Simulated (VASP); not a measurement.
# Be3Se2S (P3m1) in VASP: single point with r2SCAN

Aim: the single point of Be3Se2S with r2SCAN.

All numbers are computed with VASP 6.6.1; they aren't measurements. Logs are shortened: lines on timing, memory, paths and dates and some standing lists are left out, and cuts for length are marked.

### 1 The structure

Symmetry: P3m1, No. 156, trigonal system. The conventional cell has a = 3.594 Å, b = 3.594 Å, c = 8.801 Å, α = 90.00°, β = 90.00°, γ = 120.00°. Be (site symmetry 3m) has 3 S at 2.17 Å and 1 Se at 2.25 Å as nearest neighbours. Be (site symmetry 3m) has 1 S at 2.11 Å and 3 Se at 2.22 Å as nearest neighbours. Be (site symmetry 3m) has 4 Se at 2.21 to 2.24 Å as nearest neighbours. Se (site symmetry 3m) has 4 Be at 2.21 to 2.25 Å as nearest neighbours. Se (site symmetry 3m) has 4 Be at 2.22 to 2.24 Å as nearest neighbours. Around S (site symmetry 3m) lie 4 Be at 2.11 to 2.17 Å.

The cell was built by a generator and needn't be a form met in nature.

### 2 Single point, r2SCAN

INCAR

```
ALGO = Normal
EDIFF = 1E-6
ENCUT = 520
ISIF = 2
ISMEAR = 0
KPAR = 2
LASPH = True
LCHARG = False
LMIXTAU = True
LREAL = False
LWAVE = False
METAGGA = R2SCAN
NELM = 150
PREC = Accurate
SIGMA = 0.03
```

KPOINTS

```
k-points
0
Gamma
  8 8 4
```

POSCAR

```
Be3Se2S                                 
1.0
    3.5939136010      0.0000000000      0.0000000000
   -1.7969568005      3.1124204816      0.0000000000
    0.0000000000      0.0000000000      8.8009609202
  Be              Se              S             
     3     2     1
Direct
     0.6666666699999979    0.3333333300000021    0.9265835860342833
     0.3333333300000021    0.6666666699999979    0.2397750905835778
     0.0000000000000000    0.0000000000000000    0.5832438476334048
     0.6666666699999979    0.3333333300000021    0.6711270701693692
     0.0000000000000000    0.0000000000000000    0.3289525152269377
     0.3333333300000021    0.6666666699999979    0.0002894603524197
```

Potentials or basis: VASP PAW PBE potentials, release 64 (Be, Se, S).

On the command line:

```sh
> cat potpaw_PBE.64/Be/POTCAR potpaw_PBE.64/Se/POTCAR potpaw_PBE.64/S/POTCAR > POTCAR
> mpirun -np 2 vasp_std > vasp.out
```

OUTCAR:

```text
EDIFF = 1E-6
   ENCUT = 520
   ISIF = 2
   ISMEAR = 0
   LASPH = True
   LREAL = False
   METAGGA = R2SCAN
   NELM = 150
   PREC = Accurate

 ion  position               nearest neighbor table
   1  0.667  0.333  0.927-   6 2.17   6 2.17   6 2.17   4 2.25
   2  0.333  0.667  0.240-   6 2.11   5 2.22   5 2.22   5 2.22
   3  0.000  0.000  0.583-   4 2.21   4 2.21   4 2.21   5 2.24
   4  0.667  0.333  0.671-   3 2.21   3 2.21   3 2.21   1 2.25
   5  0.000  0.000  0.329-   2 2.22   2 2.22   2 2.22   3 2.24
   6  0.333  0.667  0.000-   2 2.11   1 2.17   1 2.17   1 2.17

  LATTYP: Found a hexagonal cell.
 ALAT       =     3.5939136010
 C/A-ratio  =     2.4488515577

  Lattice vectors:

 A1 = (   3.5939136010,   0.0000000000,   0.0000000000)
 A2 = (  -1.7969568005,   3.1124204816,   0.0000000000)
 A3 = (   0.0000000000,   0.0000000000,   8.8009609202)

Analysis of symmetry for initial positions (statically):
=====================================================================
 Subroutine PRICEL returns:
 Original cell was already a primitive cell.

 Routine SETGRP: Setting up the symmetry group for a
 hexagonal supercell.

 Subroutine GETGRP returns: Found  6 space group operations
 (whereof  6 operations were pure point group operations)
 out of a pool of 24 trial point group operations.

The static configuration has the point symmetry C_3v.

Analysis of symmetry for dynamics (positions and initial velocities):
=====================================================================
 Subroutine PRICEL returns:
 Original cell was already a primitive cell.

 Routine SETGRP: Setting up the symmetry group for a
 hexagonal supercell.

 Subroutine GETGRP returns: Found  6 space group operations
 (whereof  6 operations were pure point group operations)
 out of a pool of 24 trial point group operations.

The dynamic configuration has the point symmetry C_3v.

 Subroutine INISYM returns: Found  6 space group operations
 (whereof  6 operations are pure point group operations),
 and found     1 'primitive' translations

----------------------------------------------------------------------------------------

                                     Primitive cell

  volume of cell :      98.4455

  direct lattice vectors                    reciprocal lattice vectors
     3.593913601  0.000000000  0.000000000     0.278248203  0.160646674  0.000000000
    -1.796956801  3.112420482  0.000000000     0.000000000  0.321293349  0.000000000
     0.000000000  0.000000000  8.800960920     0.000000000  0.000000000  0.113623956

  length of vectors
     3.593913601  3.593913605  8.800960920     0.321293349  0.321293349  0.113623956

  position of ions in fractional coordinates (direct lattice)
     0.666666670  0.333333330  0.926583586
     0.333333330  0.666666670  0.239775091
     0.000000000  0.000000000  0.583243848
     0.666666670  0.333333330  0.671127070
     0.000000000  0.000000000  0.328952515
     0.333333330  0.666666670  0.000289460

  ion indices of the primitive-cell ions
   primitive index   ion index
                 1           1
                 2           2
                 3           3
                 4           4
                 5           5
                 6           6

----------------------------------------------------------------------------------------

 KPOINTS: k-points

Automatic generation of k-mesh.
 Grid dimensions read from file:
 generate k-points for:    8    8    4

 Generating k-lattice:

  Cartesian coordinates                     Fractional coordinates (reciprocal lattice)
     0.034781025  0.020080834  0.000000000     0.125000000 -0.000000000  0.000000000
     0.000000000  0.040161669  0.000000000     0.000000000  0.125000000  0.000000000
     0.000000000  0.000000000  0.028405989     0.000000000  0.000000000  0.250000000

  Length of vectors
     0.040161669  0.040161669  0.028405989

  Shift w.r.t. Gamma in fractional coordinates (k-lattice)
     0.000000000  0.000000000  0.000000000

 Subroutine IBZKPT returns following result:
 ===========================================

 Found     35 irreducible k-points:

 Following reciprocal coordinates:
            Coordinates               Weight
  0.000000  0.000000  0.000000      1.000000
  0.125000 -0.000000  0.000000      6.000000
  0.250000 -0.000000  0.000000      6.000000
  0.375000 -0.000000  0.000000      6.000000
  0.500000 -0.000000  0.000000      3.000000
  0.125000  0.125000  0.000000      6.000000
[... 16 lines left out ...]
 -0.125000  0.500000  0.250000     12.000000
  0.250000  0.250000  0.250000     12.000000
 [... further k-points ...]
   k-points           NKPTS =     35   k-points in BZ     NKDIM =     35   number of bands    NBANDS=     16
   number of dos      NEDOS =    301   number of ions     NIONS =      6
   total plane-waves  NPLWV =  54880
   dimension x,y,z NGX =    28 NGY =   28 NGZ =   70
   dimension x,y,z NGXF=    56 NGYF=   56 NGZF=  140
   ions per type =               3   2   1
   NGX,Y,Z   is equivalent  to a cutoff of  12.95, 12.95, 13.22 a.u.
   NGXF,Y,Z  is equivalent  to a cutoff of  25.90, 25.90, 26.45 a.u.
 SYSTEM =  unknown system
   PREC   = accura    normal or accurate (medium, high low for compatibility)
   ISTART =      0    job   : 0-new  1-cont  2-samecut
   ICHARG =      2    charge: 1-file 2-atom 10-const
   ISPIN  =      1    spin polarized calculation?
   LNONCOLLINEAR =      F non collinear calculations
   LSORBIT =      F    spin-orbit coupling
   LASPH  =      T    aspherical Exc in radial PAW
   ENCUT  =  520.0 eV  38.22 Ry    6.18 a.u.   6.68  6.68 16.36*2*pi/ulx,y,z
   NELM   =    150;   NELMIN=  2; NELMDL= -5     # of ELM steps
   EDIFF  = 0.1E-05   stopping-criterion for ELM
   LREAL  =      F    real-space projection
   EDIFFG = 0.1E-04   stopping-criterion for IOM
   NSW    =      0    number of steps for IOM
   IBRION =     -1    ionic relax: 0-MD 1-quasi-New 2-CG
   NFREE  =      0    steps in history (QN), initial steepest desc. (CG)
   ISIF   =      2    stress and relaxation
   ISYM   =      2    0-nonsym 1-usesym 2-fastsym
   POTIM  = 0.5000    time-step for ionic-motion
   TEBEG  =    0.0;   TEEND  =   0.0 temperature during run
   PSTRESS=    0.0 pullay stress
   NELECT =      24.0000    total number of electrons
   NUPDOWN=      -1.0000    fix difference up-down
   EMIN   =  10.00;   EMAX   =-10.00  energy-range for DOS
   EFERMI =   0.00;   METHOD = LEGACY
   ISMEAR =     0;   SIGMA  =   0.03  broadening in eV -4-tet -1-fermi 0-gaus
   EFERMI_NEDOS =   21; number of points for ismear=-14 and -15
   IALGO  =     38    algorithm
   IMIX   =      4    mixing-type and parameters
     AMIX     =   0.40;   BMIX     =  1.00
     AMIX_MAG =   1.60;   BMIX_MAG =  1.00
  volume/ion in A,a.u.               =      16.41       110.72
  Fermi-wavevector in a.u.,A,eV,Ry     =   1.022696  1.932615 14.230432  1.045907
  Thomas-Fermi vector in A             =   2.156389
   LORBIT       =      0    0 simple, 1 ext, 2 COOP (PROOUT), +10 PAW based schemes
   METAGGA = R2SCAN    functional components
   LHFCALC =     F    Hartree Fock is set to
   AEXX    =    0.0000 exact exchange contribution
   IVDW    =     0    specifies the selected vdW correction
   LEPSILON=     F    determine dielectric tensor
   LRPA    =     F    only Hartree local field effects (RPA)
 non-spin polarized calculation
 Gauss-broadening in eV      SIGMA  =   0.03
  energy-cutoff  :      520.00
  volume of cell :       98.45
 maximum number of plane-waves:      2684
 NGX is ok and might be reduce to    28
   NGX = 13   NGY = 13   NGZ = 33

 number of electron      23.9999999 magnetization

 Free energy of the ion-electron system (eV)
  ---------------------------------------------------
  ext. energy  EPLUGINS =         0.00000000
  ---------------------------------------------------
  free energy    TOTEN  =       -55.74516187 eV

  energy without entropy =      -55.74516187  energy(sigma->0) =      -55.74516187

 E-fermi :   3.5188     XC(G=0):  -9.8722

 val. band max:        3.3889867420   @ k =   0.0000   0.0000   0.0000
 cond. band min:       6.4470086800   @ k =   0.5000  -0.0000   0.0000
 fundamental gap:      3.0580219380
 Fermi energy:         3.5187953984

 k-point     1 :       0.0000    0.0000    0.0000
  band No.  band energies     occupation
      1     -11.0143      2.00000
      2     -10.0430      2.00000
      3      -9.9942      2.00000
      4      -1.5550      2.00000
      5      -1.3081      2.00000
      6       1.7582      2.00000
[... 8 lines left out ...]
     15       8.8142      0.00000
     16       8.9382      0.00000

 k-point     2 :       0.1250   -0.0000    0.0000
  band No.  band energies     occupation
      1     -10.8689      2.00000
      2      -9.9313      2.00000
      3      -9.8776      2.00000
      4      -1.4535      2.00000
      5      -1.2208      2.00000
      6       1.0279      2.00000
[... 8 lines left out ...]
     15       9.2053      0.00000
     16       9.2396      0.00000

 k-point     3 :       0.2500   -0.0000    0.0000
  band No.  band energies     occupation
      1     -10.4666      2.00000
      2      -9.6532      2.00000
      3      -9.5668      2.00000
      4      -1.3427      2.00000
      5      -1.2394      2.00000
      6      -0.0253      2.00000
[... 8 lines left out ...]
     15       9.1390      0.00000
     16       9.6330      0.00000

 k-point     4 :       0.3750   -0.0000    0.0000
  band No.  band energies     occupation
      1      -9.9324      2.00000
      2      -9.3924      2.00000
      3      -9.2047      2.00000
      4      -2.0369      2.00000
      5      -1.6277      2.00000
      6      -1.2894      2.00000
[... 8 lines left out ...]
     15       8.7083      0.00000
     16       8.8627      0.00000

 k-point     5 :       0.5000   -0.0000    0.0000
  band No.  band energies     occupation
      1      -9.5889      2.00000
      2      -9.3612      2.00000
      3      -9.0348      2.00000
      4      -2.2994      2.00000
      5      -2.0536      2.00000
      6      -1.9299      2.00000
[... 8 lines left out ...]
     15       8.5472      0.00000
     16       8.7617      0.00000

 k-point     6 :       0.1250    0.1250    0.0000
  band No.  band energies     occupation
      1     -10.5944      2.00000
      2      -9.7337      2.00000
      3      -9.6643      2.00000
      4      -1.3187      2.00000
      5      -1.1629      2.00000
      6       0.3240      2.00000
[... 8 lines left out ...]
     15       9.2195      0.00000
     16       9.5802      0.00000
[... 267 lines left out ...]
 k-point    21 :      -0.1250    0.3750    0.2500
  band No.  band energies     occupation
      1     -10.0610      2.00000
      2      -9.6640      2.00000
      3      -9.1629      2.00000
      4      -1.6191      2.00000
      5      -1.5192      2.00000
      6      -0.4801      2.00000
[... 8 lines left out ...]
     15       8.9456      0.00000
     16      10.1219      0.00000

 k-point    22 :       0.3750    0.1250    0.2500
  band No.  band energies     occupation
      1      -9.6494      2.00000
      2      -9.2405      2.00000
      3      -9.1111      2.00000
      4      -2.1673      2.00000
      5      -1.6965      2.00000
      6      -1.5681      2.00000
[... 8 lines left out ...]
     15       9.0523      0.00000
     16       9.1451      0.00000

 k-point    23 :      -0.1250    0.5000    0.2500
  band No.  band energies     occupation
      1      -9.6052      2.00000
      2      -9.3737      2.00000
      3      -9.0184      2.00000
      4      -2.3366      2.00000
      5      -1.7214      2.00000
      6      -1.3754      2.00000
[... 8 lines left out ...]
     15       8.9025      0.00000
     16       9.2180      0.00000

 k-point    24 :       0.2500    0.2500    0.2500
  band No.  band energies     occupation
      1      -9.6516      2.00000
      2      -9.3195      2.00000
      3      -9.0397      2.00000
      4      -1.8225      2.00000
      5      -1.5134      2.00000
      6      -1.3095      2.00000
[... 8 lines left out ...]
     15       9.5338      0.00000
     16       9.9617      0.00000

 [... further k-points ...]

------------------------ aborting loop because EDIFF is reached ----------------------------------------

  FORCE on cell =-STRESS in cart. coord.  units (eV):
  Direction    XX          YY          ZZ          XY          YZ          ZX
  --------------------------------------------------------------------------------------
  -------------------------------------------------------------------------------------
  Total       -0.3229330     -0.3229330     -0.3338242      0.0000000      0.0000000     -0.0000000
  in kB       -5.2556572     -5.2556572     -5.4329093      0.0000000      0.0000000     -0.0000000
  external PRESSURE =      -5.3147412 kB  Pullay stress =       0.0000000 kB

 VOLUME and BASIS-vectors are now :
 -----------------------------------------------------------------------------
  energy-cutoff  :      520.00
  volume of cell :       98.45
      direct lattice vectors                 reciprocal lattice vectors
     3.593913601  0.000000000  0.000000000     0.278248203  0.160646674  0.000000000
    -1.796956801  3.112420482  0.000000000     0.000000000  0.321293349  0.000000000
     0.000000000  0.000000000  8.800960920     0.000000000  0.000000000  0.113623956

 POSITION                                       TOTAL-FORCE (eV/Angst)
 -----------------------------------------------------------------------------------
      1.79696      1.03747      8.15483        -0.000000     -0.000000     -0.036406
     -0.00000      2.07495      2.11025        -0.000000     -0.000000      0.030243
      0.00000      0.00000      5.13311        -0.000000     -0.000000      0.009024
      1.79696      1.03747      5.90656         0.000000     -0.000000     -0.003339
      0.00000      0.00000      2.89510        -0.000000     -0.000000     -0.006438
     -0.00000      2.07495      0.00255        -0.000000      0.000000      0.006916
 -----------------------------------------------------------------------------------
    total drift:                                0.000003     -0.000001     -0.000527

  FREE ENERGIE OF THE ION-ELECTRON SYSTEM (eV)
  ---------------------------------------------------
  free  energy   TOTEN  =       -55.7451618745 eV

  energy  without entropy=      -55.7451618745  energy(sigma->0) =      -55.74516187
```

Run time: 3.4 min. Hardware: 2 MPI ranks of Intel Xeon Platinum 8259CL at 2.50GHz (Skylake/Cascade Lake), shared host; peak memory 0.26 GiB.

What came out:

| Quantity | Value |
| --- | --- |
| Free energy | -55.7452 eV |
| Pressure | -0.5 GPa |
| Largest force | 0.036 eV/Å |
| Band gap on the k mesh | 3.06 eV, indirect (least direct gap 4.56 eV) |

Forces in eV/Å, atoms in the order of the input:
```
Be   0.000  0.000 -0.036
Be   0.000  0.000  0.030
Be   0.000  0.000  0.009
Se   0.000  0.000 -0.003
Se   0.000  0.000 -0.006
S    0.000  0.000  0.007
```

Levels at points of the mesh, in eV from the valence-band top:
| k point | band 8 | band 9 | band 10 | band 11 | band 12 | band 13 | band 14 | band 15 | band 16 |
| --- | --- | --- | --- | --- | --- | --- | --- | --- | --- |
| (0.00, 0.00, 0.00) | -0.68 | -0.68 | -0.25 | 0.00 | 0.00 | 4.65 | 5.34 | 5.43 | 5.55 |
| (0.50, 0.00, 0.00) | -2.96 | -2.45 | -2.27 | -1.86 | -1.50 | 3.06 | 4.65 | 5.16 | 5.37 |
| (0.00, 0.00, 0.50) | -1.65 | -0.52 | -0.52 | -0.16 | -0.16 | 4.73 | 5.36 | 5.50 | 5.93 |
| (0.50, 0.00, 0.50) | -3.29 | -2.92 | -2.25 | -1.26 | -1.17 | 3.81 | 4.14 | 5.02 | 5.96 |

Caveat: the PAW data sets were made with another functional, which shifts forces and pressure a little. r2SCAN opens gaps a little over a GGA but as a rule still falls short of measured ones.
